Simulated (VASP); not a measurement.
# B4F (C2/m) in VASP: relaxation of cell and atoms with PBE

Aim: the relaxation of cell and atoms of B4F with PBE.

All numbers are computed with VASP 6.6.1; they aren't measurements. Logs are shortened: lines on timing, memory, paths and dates and some standing lists are left out, and cuts for length are marked.

### Step 1. The cell of the first run

Symmetry: C2/m, No. 12, monoclinic system. The conventional cell has a = 4.154 Å, b = 3.048 Å, c = 6.300 Å, α = 90.00°, β = 95.04°, γ = 90.00°. B (site symmetry m) is surrounded by 1 F at 1.55 Å and 2 B at 1.72 Å. Around B (site symmetry m) lie 4 B at 1.70 to 1.93 Å. Around F (site symmetry 2/m) lie 2 B at 1.55 Å.

The cell was built by a generator and needn't be a form met in nature.

### Step 2. Relaxation of cell and atoms, PBE (species swapped into the AlAu4 type (C2/m, No. 12))

Input file INCAR:

```
SYSTEM = B4F
PREC = Accurate ; ENCUT = 600
EDIFF = 1E-6 ; ISMEAR = 0
SIGMA = 0.1 ; LREAL = .FALSE.
LASPH = .TRUE. ; NELM = 100
ALGO = Fast ; ISIF = 3
LWAVE = .FALSE. ; LCHARG = .FALSE.
GGA = PE ; IBRION = 2
NSW = 90 ; EDIFFG = -0.04
```

Input file KPOINTS:

```
regular mesh
0
G
  8 8 4
  0 0 0
```

Input file POSCAR:

```
B4F
1.0
    2.0771311756     -1.5239602237      0.0000000000
    2.0771311756      1.5239602237      0.0000000000
   -0.5536378912      0.0000000000      6.2752754741
B F
4 1
Direct
    0.9652073757      0.9652073757      0.7536208314
    0.5193240875      0.5193240875      0.6357168244
    0.4806759125      0.4806759125      0.3642831756
    0.0347926243      0.0347926243      0.2463791686
    0.0000000000      0.0000000000      0.0000000000
```

Potentials or basis: VASP PAW PBE potentials, release 64 (B, F).

Run with:

```sh
$ cat potpaw_PBE.64/B/POTCAR potpaw_PBE.64/F/POTCAR > POTCAR
$ mpirun -np 1 vasp_std > vasp.out
```

OUTCAR:

```text
SYSTEM = B4F
   PREC = Accurate
   ENCUT = 600
   EDIFF = 1E-6
   ISMEAR = 0
   LREAL = .FALSE.
   LASPH = .TRUE.
   NELM = 100
   ISIF = 3
   GGA = PE
   IBRION = 2
   NSW = 90
   EDIFFG = -0.04

 ion  position               nearest neighbor table
   1  0.965  0.965  0.754-   5 1.55   2 1.72   2 1.72   2 1.93
   2  0.519  0.519  0.636-   3 1.70   1 1.72   1 1.72   1 1.93
   3  0.481  0.481  0.364-   2 1.70   4 1.72   4 1.72   4 1.93
   4  0.035  0.035  0.246-   5 1.55   3 1.72   3 1.72   3 1.93
   5  0.000  0.000  0.000-   1 1.55   4 1.55

  LATTYP: Found a base centered monoclinic cell.
 ALAT       =     4.1542623512
 B/A-ratio  =     0.7336851142
 C/A-ratio  =     1.5164306027
 COS(beta)  =    -0.0878839050

  Lattice vectors:

 A1 = (   2.0771311756,  -1.5239602237,   0.0000000000)
 A2 = (   2.0771311756,   1.5239602237,   0.0000000000)
 A3 = (  -0.5536378912,   0.0000000000,   6.2752754741)

Analysis of symmetry for initial positions (statically):
=====================================================================
 Subroutine PRICEL returns:
 Original cell was already a primitive cell.

 Routine SETGRP: Setting up the symmetry group for a
 base centered monoclinic supercell.

 Subroutine GETGRP returns: Found  4 space group operations
 (whereof  4 operations were pure point group operations)
 out of a pool of  4 trial point group operations.

The static configuration has the point symmetry C_2h.

Analysis of symmetry for dynamics (positions and initial velocities):
=====================================================================
 Subroutine PRICEL returns:
 Original cell was already a primitive cell.

 Routine SETGRP: Setting up the symmetry group for a
 base centered monoclinic supercell.

 Subroutine GETGRP returns: Found  4 space group operations
 (whereof  4 operations were pure point group operations)
 out of a pool of  4 trial point group operations.

The dynamic configuration has the point symmetry C_2h.

 Subroutine INISYM returns: Found  4 space group operations
 (whereof  4 operations are pure point group operations),
 and found     1 'primitive' translations

----------------------------------------------------------------------------------------

                                     Primitive cell

[... 111 lines left out ...]
   ISMEAR =     0;   SIGMA  =   0.10  broadening in eV -4-tet -1-fermi 0-gaus
   EFERMI_NEDOS =   21; number of points for ismear=-14 and -15
   IALGO  =     68    algorithm
   IMIX   =      4    mixing-type and parameters
     AMIX     =   0.40;   BMIX     =  1.00
     AMIX_MAG =   1.60;   BMIX_MAG =  1.00
  volume/ion in A,a.u.               =       7.95        53.62
  Fermi-wavevector in a.u.,A,eV,Ry     =   1.280244  2.419309 22.300268  1.639023
  Thomas-Fermi vector in A             =   2.412683
   LORBIT       =      0    0 simple, 1 ext, 2 COOP (PROOUT), +10 PAW based schemes
   GGA     = PE    functional components
   LHFCALC =     F    Hartree Fock is set to
   AEXX    =    0.0000 exact exchange contribution
   IVDW    =     0    specifies the selected vdW correction
   LEPSILON=     F    determine dielectric tensor
   LRPA    =     F    only Hartree local field effects (RPA)
 conjugate gradient relaxation of ions
 non-spin polarized calculation
 RMM-DIIS sequential band-by-band and
 Gauss-broadening in eV      SIGMA  =   0.10
  energy-cutoff  :      600.00
  volume of cell :       39.73
 maximum number of plane-waves:      1344
 NGX is ok and might be reduce to    24
   NGX = 11   NGY = 11   NGZ = 25

--------------------------------------- Ionic step        1  -------------------------------------------

 number of electron      19.0000002 magnetization

 Free energy of the ion-electron system (eV)
  ---------------------------------------------------
  ext. energy  EPLUGINS =         0.00000000
  ---------------------------------------------------
  free energy    TOTEN  =       -28.60069087 eV

  energy without entropy =      -28.59436298  energy(sigma->0) =      -28.59752693

------------------------ aborting loop because EDIFF is reached ----------------------------------------

  FORCE on cell =-STRESS in cart. coord.  units (eV):
  Direction    XX          YY          ZZ          XY          YZ          ZX
  --------------------------------------------------------------------------------------
  -------------------------------------------------------------------------------------
  Total        0.0567165     -0.1658760      0.1728864      0.0000000      0.0000000     -0.0533856
  in kB        2.2872804     -6.6895032      6.9722180      0.0000000      0.0000000     -2.1529525
  external PRESSURE =       0.8566651 kB  Pullay stress =       0.0000000 kB
[... 65 lines left out ...]
--------------------------------------- Ionic step        3  -------------------------------------------

 number of electron      19.0000002 magnetization

 Free energy of the ion-electron system (eV)
  ---------------------------------------------------
  ext. energy  EPLUGINS =         0.00000000
  ---------------------------------------------------
  free energy    TOTEN  =       -28.60098474 eV

  energy without entropy =      -28.59461006  energy(sigma->0) =      -28.59779740

 E-fermi :   4.9901     XC(G=0): -11.2637

 val. band max:        4.9677933701   @ k =  -0.1250   0.2500   0.2500
 cond. band min:       5.0048373435   @ k =  -0.2500   0.1250   0.5000
 fundamental gap:      0.0370439734
 Fermi energy:         4.9901014267

 k-point     1 :       0.0000    0.0000    0.0000
  band No.  band energies     occupation
      1     -22.2755      2.00000
      2      -8.5112      2.00000
      3      -8.0913      2.00000
      4      -3.5836      2.00000
      5      -1.3491      2.00000
      6      -1.0162      2.00000
      7       0.0167      2.00000
      8       5.7301      0.00000
      9       6.4460      0.00000
     10       9.8021      0.00000
     11      10.1058      0.00000
     12      10.3967      0.00000
     13      10.7292      0.00000
[... 354 lines left out ...]
  band No.  band energies     occupation
      1     -22.0321      2.00000
      2      -8.0592      2.00000
      3      -6.2143      2.00000
      4      -4.1567      2.00000
      5      -2.3880      2.00000
      6      -1.1888      2.00000
      7       1.7604      2.00000
      8       2.3287      2.00000
      9       3.6029      2.00000
     10       7.7760      0.00000
     11       8.8078      0.00000
     12       9.3220      0.00000
     13      12.3431      0.00000

 [... further k-points ...]
[... 5 lines left out ...]
  --------------------------------------------------------------------------------------
  -------------------------------------------------------------------------------------
  Total        0.0766127     -0.0224255     -0.0069652      0.0000000      0.0000000     -0.0389520
  in kB        3.0882980     -0.9039841     -0.2807699      0.0000000      0.0000000     -1.5701748
  external PRESSURE =       0.6345147 kB  Pullay stress =       0.0000000 kB
[... 20 lines left out ...]
  FREE ENERGIE OF THE ION-ELECTRON SYSTEM (eV)
  ---------------------------------------------------
  free  energy   TOTEN  =       -28.6009847418 eV

  energy  without entropy=      -28.5946100621  energy(sigma->0) =      -28.59779740

 reached required accuracy - stopping structural energy minimisation
```

OSZICAR:

```text
N       E                     dE             d eps       ncg     rms          rms(c)
DAV:   1     0.612628356101E+02    0.61263E+02   -0.97680E+03  2028   0.146E+03
DAV:   2    -0.274787233652E+02   -0.88742E+02   -0.84499E+02  2735   0.254E+02
DAV:   3    -0.303324490400E+02   -0.28537E+01   -0.28129E+01  2608   0.452E+01
[... 20 lines left out ...]
       N       E                     dE             d eps       ncg     rms          rms(c)
DAV:   1    -0.286010150857E+02   -0.73800E-04   -0.30474E-03  2483   0.543E-01    0.397E-02
RMM:   2    -0.286009948487E+02    0.20237E-04   -0.60565E-05  2028   0.706E-02    0.225E-02
RMM:   3    -0.286009851183E+02    0.97304E-05   -0.13243E-05  2028   0.307E-02    0.511E-03
RMM:   4    -0.286009847418E+02    0.37652E-06   -0.19765E-06  1309   0.136E-02
   3 F= -.28600985E+02 E0= -.28597797E+02  d E =-.293868E-03
```

CONTCAR:

```text
B4F
   1.00000000000000
     2.0779512602287471   -1.5222005066644586   -0.0007719225198392
     2.0779512602287471    1.5222005066644586   -0.0007719225198392
    -0.5561886029581262    0.0000000000000000    6.2830335196711600
  B               F
     4     1
Direct
     0.9651341344644712    0.9651341344644712    0.7534002998366118
     0.5193082168227355    0.5193082168227355    0.6357782437726677
     0.4806917831772645    0.4806917831772645    0.3642217562273324
     0.0348658655355289    0.0348658655355289    0.2465997001633882
     0.0000000000000000    0.0000000000000000    1.0000000000000000

  0.00000000E+00  0.00000000E+00  0.00000000E+00
  0.00000000E+00  0.00000000E+00  0.00000000E+00
  0.00000000E+00  0.00000000E+00  0.00000000E+00
  0.00000000E+00  0.00000000E+00  0.00000000E+00
  0.00000000E+00  0.00000000E+00  0.00000000E+00
```

It took 61 s on 1 thread of Intel Xeon Platinum 8488C (Sapphire Rapids), shared host; peak memory 0.19 GiB.

What came out:

| Quantity | Value |
| --- | --- |
| Free energy | -28.6010 eV |
| Relaxed volume | 7.95 Å³/atom |
| Relaxed cell | a = 2.576 Å, b = 2.576 Å, c = 6.308 Å, α = 94.10°, β = 94.10°, γ = 72.45° |
| Space group after relaxing (to 0.05 Å) | C2/m (No. 12) |
| Energy gained by relaxing | 0.1 meV/atom |
| Ionic steps | 3 |
| Pressure after relaxing | 0.1 GPa |
| Largest force after relaxing | 0.037 eV/Å |
| Band gap on the k mesh | none (metal or under the smearing width) |

Forces in eV/Å, atoms in the order of the input:
```
B   -0.001  0.000  0.018
B   -0.006  0.000 -0.036
B    0.006  0.000  0.036
B    0.001  0.000 -0.018
F    0.000  0.000  0.000
```

Step by step:
```tsv
step	energy change (eV)	largest force (eV/Å)	pressure (GPa)	volume (Å³)
1	0.0000	0.0401	0.09	39.73
2	-0.0003	0.0555	0.05	39.75
3	-0.0003	0.0370	0.06	39.75
```

Final structure:
```
B F
1.0
     2.07795   -1.52220   -0.00077
     2.07795    1.52220   -0.00077
    -0.55619    0.00000    6.28303
B F
4 1
Direct
  0.96513 0.96513 0.75340
  0.51931 0.51931 0.63578
  0.48069 0.48069 0.36422
  0.03487 0.03487 0.24660
  0.00000 0.00000 0.00000
```

Caveat: an odd number of electrons without spin polarisation forces a metal; a magnetic or distorted state may lie lower.
